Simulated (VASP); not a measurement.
# LaC2: structure and properties in VASP, part 4 of 6

What structure does LaC2 take at this level, and what are its properties? The start is a cell from a database of measured crystal structures.

VASP 6.6.1; r2SCAN with rVV10; plane waves and PAW (La, C).

Still holding for the runs below: This run has no spin polarisation. Its electron count is odd, so without a moment it is a metal by construction.

So far. Step 3 (Single point with fields (r2SCAN + rVV10)): In this run the pressure is 0.00 GPa, small enough to go on. Step 4 (Band structure (r2SCAN + rVV10)): There is no gap at this level.

## (5) Density of states (r2SCAN + rVV10)

A density of states needs more k-points than a total energy; ISMEAR = -5 takes tetrahedra, and LORBIT projects the states on the PAW spheres. The mesh is finer than in the run before.

INCAR

```
SYSTEM = LaC2
PREC = Accurate
ENCUT = 520
EDIFF = 1E-06
NELM = 100
ISMEAR = -5
SIGMA = 0.05
LREAL = .FALSE.
ALGO = Normal
METAGGA = R2SCAN
LUSE_VDW = .TRUE.
IVDW_NL = 2
BPARAM = 11.95
CPARAM = 0.0093
LASPH = .TRUE.
NBANDS = 22
LORBIT = 11
LWAVE = .FALSE.
LCHARG = .FALSE.
KPAR = 2
NEDOS = 2001
```

POSCAR

```
LaC2
1.0
   -1.9661423123      1.9661423123      3.2842433333
    1.9661423123     -1.9661423123      3.2842433333
    1.9661423123      1.9661423123     -3.2842433333
La C
1 2
Direct
    0.0000000000      0.0000000000      0.0000000000
    0.4017310197      0.4017310197      0.0000000000
    0.5982689803      0.5982689803      0.0000000000
```

KPOINTS

```
Automatic mesh
0
Gamma
10 10 10
0 0 0
```

PAW data sets: La and C (PBE family, release 64).

Started as:

```console
mpirun -np 2 vasp_std
```

The log of the run:

```text
[... set-up lines as in an earlier step ...]
 entering main loop
       N       E                     dE             d eps       ncg     rms          rms(c)
Total rVV10 correction in eV:      0.2768346    19.4986125
Total rVV10 correction in eV:      0.2768346    19.4986125
DAV:   1     0.119970268305E+03    0.11997E+03   -0.71482E+03  4914   0.117E+03
DAV:   2    -0.364151477109E+02   -0.15639E+03   -0.13037E+03  4988   0.217E+02
DAV:   3    -0.560873131971E+02   -0.19672E+02   -0.19014E+02  5940   0.891E+01
DAV:   4    -0.574954784367E+02   -0.14082E+01   -0.14025E+01  7330   0.215E+01
DAV:   5    -0.575225790801E+02   -0.27101E-01   -0.26970E-01  6344   0.234E+00    0.784E+00
Total rVV10 correction in eV:      0.3036721    19.4986126
Total rVV10 correction in eV:      0.3036721    19.4986126
DAV:   6    -0.503187796490E+02    0.72038E+01   -0.50271E+00  7442   0.128E+01    0.419E+00
Total rVV10 correction in eV:      0.3204295    19.4986126
Total rVV10 correction in eV:      0.3204295    19.4986126
DAV:   7    -0.502817313057E+02    0.37048E-01   -0.12813E+00  7172   0.580E+00    0.219E+00
Total rVV10 correction in eV:      0.3259465    19.4986185
Total rVV10 correction in eV:      0.3259465    19.4986185
DAV:   8    -0.503100113205E+02   -0.28280E-01   -0.21263E-01  7694   0.394E+00    0.656E-01
Total rVV10 correction in eV:      0.3296461    19.4986738
Total rVV10 correction in eV:      0.3296461    19.4986738
DAV:   9    -0.502970734138E+02    0.12938E-01   -0.31820E-02  7516   0.124E+00    0.259E-01
Total rVV10 correction in eV:      0.3307734    19.4987656
Total rVV10 correction in eV:      0.3307734    19.4987656
DAV:  10    -0.502964307392E+02    0.64267E-03   -0.11665E-02  7382   0.752E-01    0.108E-01
Total rVV10 correction in eV:      0.3314088    19.4988392
Total rVV10 correction in eV:      0.3314088    19.4988392
DAV:  11    -0.502969036944E+02   -0.47296E-03   -0.72914E-04  6402   0.169E-01    0.591E-02
Total rVV10 correction in eV:      0.3316120    19.4988547
Total rVV10 correction in eV:      0.3316120    19.4988547
DAV:  12    -0.502969298387E+02   -0.26144E-04   -0.86712E-05  7784   0.854E-02    0.252E-02
Total rVV10 correction in eV:      0.3316485    19.4988682
Total rVV10 correction in eV:      0.3316485    19.4988682
DAV:  13    -0.502969508286E+02   -0.20990E-04   -0.19599E-04  6636   0.987E-02    0.109E-02
Total rVV10 correction in eV:      0.3316217    19.4988607
Total rVV10 correction in eV:      0.3316217    19.4988607
DAV:  14    -0.502969188099E+02    0.32019E-04   -0.79333E-05  7018   0.593E-02    0.121E-02
Total rVV10 correction in eV:      0.3316240    19.4988617
Total rVV10 correction in eV:      0.3316240    19.4988617
DAV:  15    -0.502969217924E+02   -0.29825E-05   -0.16323E-06  5442   0.709E-03    0.115E-02
Total rVV10 correction in eV:      0.3316488    19.4988731
Total rVV10 correction in eV:      0.3316488    19.4988731
DAV:  16    -0.502970380530E+02   -0.11626E-03   -0.14906E-04  6098   0.642E-02    0.133E-02
Total rVV10 correction in eV:      0.3317047    19.4989145
Total rVV10 correction in eV:      0.3317047    19.4989145
DAV:  17    -0.502971016767E+02   -0.63624E-04   -0.24070E-05  5770   0.526E-02    0.159E-02
Total rVV10 correction in eV:      0.3316904    19.4988982
Total rVV10 correction in eV:      0.3316904    19.4988982
DAV:  18    -0.502970461042E+02    0.55572E-04   -0.13890E-05  6416   0.214E-02    0.935E-03
Total rVV10 correction in eV:      0.3316784    19.4988892
Total rVV10 correction in eV:      0.3316784    19.4988892
DAV:  19    -0.502970372400E+02    0.88642E-05   -0.11741E-05  5556   0.152E-02    0.706E-03
Total rVV10 correction in eV:      0.3316627    19.4988811
Total rVV10 correction in eV:      0.3316627    19.4988811
DAV:  20    -0.502970262162E+02    0.11024E-04   -0.45945E-06  5220   0.120E-02    0.386E-03
Total rVV10 correction in eV:      0.3316569    19.4988783
Total rVV10 correction in eV:      0.3316569    19.4988783
DAV:  21    -0.502970222121E+02    0.40041E-05   -0.26647E-07  3022   0.412E-03    0.201E-03
Total rVV10 correction in eV:      0.3316534    19.4988774
Total rVV10 correction in eV:      0.3316534    19.4988774
DAV:  22    -0.502970212598E+02    0.95235E-06   -0.10934E-07  2844   0.305E-03
Total rVV10 correction in eV:      0.3316528    19.4988763
Total rVV10 correction in eV:      0.3316528    19.4988763
Total rVV10 correction in eV:      0.3316527    19.4988774
Total rVV10 correction in eV:      0.3316527    19.4988774
   1 F= -.50297021E+02 E0= -.50297021E+02  d E =0.000000E+00
 -----------------------------------------------------------------------------
|                                                                             |
|           W    W    AA    RRRRR   N    N  II  N    N   GGGG   !!!           |
|           W    W   A  A   R    R  NN   N  II  NN   N  G    G  !!!           |
|           W    W  A    A  R    R  N N  N  II  N N  N  G       !!!           |
|           W WW W  AAAAAA  RRRRR   N  N N  II  N  N N  G  GGG   !            |
|           WW  WW  A    A  R   R   N   NN  II  N   NN  G    G                |
|           W    W  A    A  R    R  N    N  II  N    N   GGGG   !!!           |
|                                                                             |
|     Tetrahedron method does not include variations of the Fermi             |
|     occupations, so forces and stress will be inaccurate. We suggest        |
|     using a different smearing scheme ISMEAR = 1 or 2 for metals in         |
|     relaxations.                                                            |
|                                                                             |
 -----------------------------------------------------------------------------
```

It took 8.2 min on 2 MPI ranks of AMD EPYC 7R43, shared host; peak memory 0.74 GiB.

From OUTCAR (step 5):

```text
   k-points           NKPTS =    102   k-points in BZ     NKDIM =    102   number of bands    NBANDS=     22

   NELECT =      19.0000    total number of electrons

 E-fermi :   7.5448

 k-point     1 :       0.0000    0.0000    0.0000
  band No.  band energies     occupation
    ...
      7       2.3246      2.00000
      8       4.0016      2.00000
      9       4.0016      2.00000
     10       7.3707      2.01932
     11       7.3707      1.82700
     12       8.1412      0.00000
     13       9.6975      0.00000
     14      10.3693      0.00000
     15      10.4155      0.00000
     16      10.4417      0.00000
    ...

  Total        0.0365990      0.0365990     -0.0783041      0.0000000      0.0000000      0.0000000
  in kB        1.1546604      1.1546604     -2.4704141      0.0000000      0.0000000      0.0000000
  external PRESSURE =      -0.0536977 kB  Pullay stress =       0.0000000 kB

 POSITION                                       TOTAL-FORCE (eV/Angst)
 -----------------------------------------------------------------------------------
      0.00000      0.00000      0.00000        -0.000000     -0.000000     -0.000000
      0.00000      0.00000      2.63876         0.000000      0.000000     -0.005197
      0.00000      0.00000      3.92972         0.000000      0.000000      0.005197
 -----------------------------------------------------------------------------------
    total drift:                                0.000000      0.000000      0.000000

  FREE ENERGIE OF THE ION-ELECTRON SYSTEM (eV)
  ---------------------------------------------------
  free  energy   TOTEN  =       -50.2970212598 eV

  energy  without entropy=      -50.2970212598  energy(sigma->0) =      -50.29702126

[... 6 parts as in an earlier step ...]

[... 10 further parts left out ...]
```

With tetrahedra the forces and stress of a metal are not exact derivatives of the energy.

This step gave:

```yaml
scf_cycles: 22
irreducible_k_points: 102
free_energy_toten: -50.2970 eV
fermi_energy: 7.545 eV
pressure: -0.005370 GPa
dos_at_the_fermi_level: 0.9564 states/eV/cell
```

The density of states has structure finer than the step of the table below, so its rows give means over 0.5 eV, whole bins alone (the curve runs from -12.0 to 3.17 eV). Peaks (eV: height): total -4.03: 4.38, 2.73: 31.4, 2.92: 20.4, 3.13: 9.97; La f 2.73: 29.5, 2.92: 19.1, 3.08: 8.74; C p -6.95: 0.253, -4.97: 1.16, -4.03: 1.73, -2.73: 1.86, 1.52: 0.376.

States under -12.0 eV and over 3.2 eV are left out. Density of states against energy, zero at the Fermi level; means over each step; values in states/eV/cell:

```tsv
energy (eV)	total	La f	C p
-8.0	0	0	0
-7.5	0.00214	0	2.1e-4
-7.0	1.62	0.00658	0.167
-6.5	1.61	0.0123	0.168
-6.0	0.779	0.0123	0.0841
-5.5	0.171	7.6e-4	0.0558
-5.0	2.56	0.0161	0.899
-4.5	2.48	0.0224	0.942
-4.0	3.08	0.0450	1.23
-3.5	1.47	0.0242	0.664
-3.0	1.65	0.0328	0.811
-2.5	0.571	0.0149	0.289
-2.0	0.136	0.00204	0.0186
-1.5	0.283	0.00839	0.0411
-1.0	0.424	0.0211	0.0647
-0.5	0.698	0.0483	0.103
0.0	0.984	0.0964	0.133
0.5	1.24	0.189	0.164
1.0	1.50	0.344	0.195
1.5	2.26	0.890	0.279
2.0	2.47	1.48	0.164
2.5	9.34	8.49	0.0707
```

The finer mesh and the other smearing move the Fermi level by +0.07 eV from the 7×7×7 run, one measure of the sampling error in the zero of the bands above.

## (6) Volume scan with r2SCAN + rVV10

An equation of state needs energies on both sides of the minimum, all on one mesh and cutoff.

Edit INCAR of step 5 so:

```diff
@@ -5,3 +5,3 @@
 NELM = 100
-ISMEAR = -5
+ISMEAR = 0
 SIGMA = 0.05
@@ -15,3 +15,3 @@
 LASPH = .TRUE.
-NBANDS = 22
+NBANDS = 15
 LORBIT = 11
@@ -20,2 +20,2 @@
 KPAR = 2
-NEDOS = 2001
+ISIF = 2
```

POSCAR

```
LaC2
1.0
   -1.9260056969      1.9260056969      3.2171991469
    1.9260056969     -1.9260056969      3.2171991469
    1.9260056969      1.9260056969     -3.2171991469
La C
1 2
Direct
    0.0000000000      0.0000000000      0.0000000000
    0.4017310197      0.4017310197      0.0000000000
    0.5982689803      0.5982689803      0.0000000000
```

KPOINTS

```
Automatic mesh
0
Gamma
7 7 7
0 0 0
```

Started as:

```console
mpirun -np 2 vasp_std
```

The log of the run:

```text
[... set-up lines as in an earlier step ...]
 entering main loop
       N       E                     dE             d eps       ncg     rms          rms(c)
Total rVV10 correction in eV:      0.2613052    19.4986125
Total rVV10 correction in eV:      0.2613052    19.4986125
DAV:   1     0.134767438544E+03    0.13477E+03   -0.73384E+03  1232   0.174E+03
DAV:   2    -0.331617685173E+02   -0.16793E+03   -0.16190E+03  1724   0.271E+02
DAV:   3    -0.564955881060E+02   -0.23334E+02   -0.22083E+02  1984   0.131E+02
DAV:   4    -0.575698060602E+02   -0.10742E+01   -0.10701E+01  1911   0.275E+01
DAV:   5    -0.576333128308E+02   -0.63507E-01   -0.63493E-01  1882   0.564E+00    0.833E+00
Total rVV10 correction in eV:      0.2885879    19.4986125
Total rVV10 correction in eV:      0.2885879    19.4986125
DAV:   6    -0.502408471348E+02    0.73925E+01   -0.72272E+00  2006   0.196E+01    0.449E+00
Total rVV10 correction in eV:      0.3064693    19.4986125
Total rVV10 correction in eV:      0.3064693    19.4986125
DAV:   7    -0.501977972674E+02    0.43050E-01   -0.20423E+00  2026   0.992E+00    0.225E+00
Total rVV10 correction in eV:      0.3102482    19.4986131
Total rVV10 correction in eV:      0.3102482    19.4986131
DAV:   8    -0.502268708541E+02   -0.29074E-01   -0.47154E-01  2106   0.649E+00    0.821E-01
Total rVV10 correction in eV:      0.3155712    19.4986559
Total rVV10 correction in eV:      0.3155712    19.4986559
DAV:   9    -0.502080283222E+02    0.18843E-01   -0.89029E-02  2031   0.236E+00    0.227E-01
Total rVV10 correction in eV:      0.3166100    19.4987328
Total rVV10 correction in eV:      0.3166100    19.4987328
DAV:  10    -0.502080725970E+02   -0.44275E-04   -0.18802E-02  2104   0.121E+00    0.114E-01
Total rVV10 correction in eV:      0.3171348    19.4987959
Total rVV10 correction in eV:      0.3171348    19.4987959
DAV:  11    -0.502084398098E+02   -0.36721E-03   -0.55639E-04  1795   0.222E-01    0.653E-02
Total rVV10 correction in eV:      0.3171522    19.4988071
Total rVV10 correction in eV:      0.3171522    19.4988071
DAV:  12    -0.502083932148E+02    0.46595E-04   -0.49306E-04  2182   0.211E-01    0.220E-02
Total rVV10 correction in eV:      0.3172863    19.4988264
Total rVV10 correction in eV:      0.3172863    19.4988264
DAV:  13    -0.502084426886E+02   -0.49474E-04   -0.97808E-05  2033   0.806E-02    0.881E-03
Total rVV10 correction in eV:      0.3173013    19.4988318
Total rVV10 correction in eV:      0.3173013    19.4988318
DAV:  14    -0.502084507527E+02   -0.80641E-05   -0.17257E-05  2120   0.316E-02    0.354E-03
Total rVV10 correction in eV:      0.3172934    19.4988352
Total rVV10 correction in eV:      0.3172934    19.4988352
DAV:  15    -0.502084563046E+02   -0.55520E-05   -0.29570E-06  1659   0.129E-02    0.160E-03
Total rVV10 correction in eV:      0.3173010    19.4988384
Total rVV10 correction in eV:      0.3173010    19.4988384
DAV:  16    -0.502084614483E+02   -0.51437E-05   -0.34292E-06  1682   0.135E-02    0.101E-03
Total rVV10 correction in eV:      0.3173009    19.4988393
Total rVV10 correction in eV:      0.3173009    19.4988393
DAV:  17    -0.502084628428E+02   -0.13945E-05   -0.41701E-07  1175   0.642E-03    0.365E-04
Total rVV10 correction in eV:      0.3173000    19.4988388
Total rVV10 correction in eV:      0.3173000    19.4988388
DAV:  18    -0.502084621628E+02    0.68007E-06   -0.10452E-07  1034   0.528E-03
Total rVV10 correction in eV:      0.3173014    19.4988391
Total rVV10 correction in eV:      0.3173014    19.4988391
Total rVV10 correction in eV:      0.3173015    19.4988392
Total rVV10 correction in eV:      0.3173015    19.4988392
   1 F= -.50208462E+02 E0= -.50207531E+02  d E =-.186143E-02
```

The job ended after 2.8 min (2 MPI ranks; peak memory 0.6 GiB).

From OUTCAR (step 6):

```text
   ENCUT  =  520.0 eV  38.22 Ry    6.18 a.u.   7.84  7.84  7.84*2*pi/ulx,y,z

   NELECT =      19.0000    total number of electrons

 E-fermi :   8.0139

 k-point     1 :       0.0000    0.0000    0.0000
  band No.  band energies     occupation
    ...
      7       2.7346      2.00000
      8       4.4684      2.00000
      9       4.4684      2.00000
     10       7.8941      1.99930
     11       7.8941      1.99930
     12       8.7128      0.00000
     13      10.4685      0.00000
     14      11.2685      0.00000
     15      11.3442      0.00000

  Total        1.8046468      1.8046468      4.4969105      0.0000000     -0.0000000      0.0000000
  in kB       60.5689052     60.5689052    150.9286738      0.0000000     -0.0000000      0.0000000
  external PRESSURE =      90.6888281 kB  Pullay stress =       0.0000000 kB

 POSITION                                       TOTAL-FORCE (eV/Angst)
 -----------------------------------------------------------------------------------
      0.00000      0.00000      0.00000        -0.000000     -0.000000      0.000000
      0.00000      0.00000      2.58490         0.000000      0.000000     -1.491142
      0.00000      0.00000      3.84950        -0.000000     -0.000000      1.491142
 -----------------------------------------------------------------------------------
    total drift:                               -0.000000     -0.000000     -0.000000

  FREE ENERGIE OF THE ION-ELECTRON SYSTEM (eV)
  ---------------------------------------------------
  free  energy   TOTEN  =       -50.2084621628 eV

  energy  without entropy=      -50.2066007341  energy(sigma->0) =      -50.20753145

[... 3 parts as in an earlier step ...]

[... 13 further parts left out ...]
```

The scan keeps the cell's shape and the fractional positions fixed.

This step gave:

| Item | Value |
| --- | --- |
| SCF cycles | 18 |
| bands | 15 |
| irreducible k-points | 40 |
| free energy (TOTEN) | -50.2085 eV |
| energy at zero smearing | -50.2075 eV |
| Fermi energy | 8.014 eV |
| pressure | 9.069 GPa |

Force by atom:

```tsv
atom	x (eV/Å)	y (eV/Å)	z (eV/Å)	size
La1	0.00	0.00	0.00	0.00
C2	0.00	0.00	-1.49	1.49
C3	0.00	0.00	1.49	1.49
```

The pressure here is 9.07 GPa.

(Part 4 of 6 ends here.)

[Lines on the potential files, build, host, timing and source positions are cut from VASP's logs without a mark.]

[Logs are printed without paths, hosts, clocks, repeated set-up lines and the standing remarks that a program may print on its own settings, such as how far it seeks lower states.]

[Hosts, paths, dates, database ids (printed as entryN), source tags and the programs' standing remarks are cut or masked in the printed files.]

[A measured line is paired with the nearest computed mode of its activity, which favours agreement.]
